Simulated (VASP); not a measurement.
Method: PBE GGA, VASP's PBE PAW potentials (set 64) (plane waves; VASP 6.6.1).

Input for VASP

### KPOINTS
```
K-points
0
gamma
6 6 6
0 0 0
```

**INCAR**
```
! general
SYSTEM =CsCl
PREC   =Accurate
ENCUT  =500
LREAL  =F
LASPH  =T

! electronic loop
EDIFF  =1E-6
NELM   =100
ALGO   =Normal
LMAXMIX=4

! smearing
ISMEAR =0
SIGMA  =0.05

! functional
GGA    =PE

! ions
IBRION =2
NSW    =40
ISIF   =3
EDIFFG =-0.02

! output
LWAVE  =F
LCHARG =F
```

**POSCAR**
```
CsCl
1
    4.2090081579    -0.0000000000     0.0000000000
    0.0000000000     4.2090081579     0.0000000000
   -0.0000000000     0.0000000000     4.2090081579
Cs Cl
1 1
Direct
  0.0000000000   0.0000000000   0.0000000000
  0.5000000000   0.5000000000   0.5000000000
```

POTCAR, in this order: Cs_sv Cl (PBE.64 set). Program: vasp_std.

Task: What will the output report for the number of irreducible k-points (NKPTS), largest plane-wave count, number of space-group operations, FFT grid (NGX, NGY, NGZ)?

Result: 
```
Quantity                                       Value
--------------------------------------  ------------
number of irreducible k-points (NKPTS)            20
largest plane-wave count                        1924
number of space-group operations                  48
FFT grid (NGX, NGY, NGZ)                32 × 32 × 32
```

The compound is CsCl in the CsCl type structure. It was relaxed first, which changed the volume by +7 %.
